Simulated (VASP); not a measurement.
VASP input:

### POSCAR
```
CuGaSe2
1
   -2.7613354188     2.7613354188     5.4482362106
    2.7613354188    -2.7613354188     5.4482362106
    2.7613354188     2.7613354188    -5.4482362106
Ga Cu Se
2 2 4
Direct
  0.5000000000   0.5000000000   0.0000000000
  0.2500000000   0.7500000000   0.5000000000
  0.0000000000   0.0000000000   0.0000000000
  0.7500000000   0.2500000000   0.5000000000
  0.8750000000   0.8835979306   0.5085979306
  0.1164020694   0.6250000000   0.9914020694
  0.3750000000   0.3664020694   0.4914020694
  0.6335979306   0.1250000000   0.0085979306
```

### KPOINTS
```
Automatic mesh
0
Gamma
5 5 5
0 0 0
```

### INCAR
```
! general
SYSTEM   =  CuGaSe2
PREC     =  Accurate
ENCUT    =  400   ! plane-wave cut-off (eV)
LREAL    =  .FALSE.
LASPH    =  .TRUE.   ! aspherical one-centre terms

! electronic loop
EDIFF    =  1E-6   ! SCF stop (eV)
NELM     =  100   ! most electronic steps
ALGO     =  Normal
LMAXMIX  =  4

! smearing
ISMEAR   =  0
SIGMA    =  0.05

! ions
IBRION   =  2   ! conjugate gradients
NSW      =  60   ! most ionic steps
ISIF     =  3   ! ions, shape and volume
EDIFFG   =  -0.02   ! ionic stop

! output
LWAVE    =  .FALSE.
LCHARG   =  .FALSE.
```

POTCAR, in this order: Ga_d Cu Se (LDA.64 set). Program: vasp_std.

Q: Translate this LDA calculation to Quantum ESPRESSO's pw.x.

A: One equivalent input (not run):
```
&CONTROL
  calculation = 'vc-relax'
  pseudo_dir = './pseudo'
  outdir = './out'
  tprnfor = .true.
  tstress = .true.
  nstep = 60
  forc_conv_thr = 0.00078
/
&SYSTEM
  ibrav = 0
  nat = 8
  ntyp = 3
  ecutwfc = 92
  occupations = 'smearing'
  smearing = 'gaussian'
  degauss = 0.003675
  input_dft = 'pz'
/
&ELECTRONS
  conv_thr = 7.3e-08
  electron_maxstep = 100
/
&IONS
/
&CELL
/
ATOMIC_SPECIES
  Ga 69.723 Ga.upf
  Cu 63.546 Cu.upf
  Se 78.971 Se.upf
CELL_PARAMETERS angstrom
    -2.7613354    2.7613354    5.4482362
     2.7613354   -2.7613354    5.4482362
     2.7613354    2.7613354   -5.4482362
ATOMIC_POSITIONS crystal
  Ga   0.5000000  0.5000000  0.0000000
  Ga   0.2500000  0.7500000  0.5000000
  Cu   0.0000000  0.0000000  0.0000000
  Cu   0.7500000  0.2500000  0.5000000
  Se   0.8750000  0.8835979  0.5085979
  Se   0.1164021  0.6250000  0.9914021
  Se   0.3750000  0.3664021  0.4914021
  Se   0.6335979  0.1250000  0.0085979
K_POINTS automatic
  5 5 5 0 0 0
```
What does not carry over: the potentials are each code's own (VASP's PAW set, PseudoDojo norm-conserving files in pw.x), so ENCUT and ecutwfc are chosen apart and not converted; conv_thr bounds pw.x's estimated SCF error, while EDIFF bounds the energy change between steps; forc_conv_thr acts on force components and is met together with etot_conv_thr.

The compound is CuGaSe2 in the chalcopyrite structure. This run relaxes it. Symmetry was kept, so distortions that lower it aren't found. The start is the result of an earlier pass.
